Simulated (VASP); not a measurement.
Shape and ions are relaxed at each volume.

Energy against volume of Tb (hcp). Method: SCAN meta-GGA, VASP's PBE PAW potentials (set 64) (plane waves; VASP).

The 4f electrons are frozen in the core of the lanthanide potential, so 4f levels, which can set the real gap, and their magnetism are missing.

```json
[
 {"V (Å³/atom)": "29.359", "E (eV/atom)": "-46.77163"},
 {"V (Å³/atom)": "30.296", "E (eV/atom)": "-46.78312"},
 {"V (Å³/atom)": "31.233", "E (eV/atom)": "-46.78714"},
 {"V (Å³/atom)": "32.170", "E (eV/atom)": "-46.78403"},
 {"V (Å³/atom)": "33.107", "E (eV/atom)": "-46.77510"}
]
```

**Question.** Fit a third-order Birch-Murnaghan equation of state.

**Answer.** 
```yaml
volume_per_atom: 31.28 Å³/atom
bulk_modulus: 38.7 GPa
pressure_derivative_of_the_bulk_modulus: 2.94
```

Measured: bulk modulus 38.7 GPa (computed value off by +0.0 %), as given by Wikipedia, Terbium (infobox). The calculation is for a static lattice, while the measured bulk modulus holds thermal and zero-point effects, which are part of the difference.

The compound is Tb in the hcp structure. It was relaxed first.
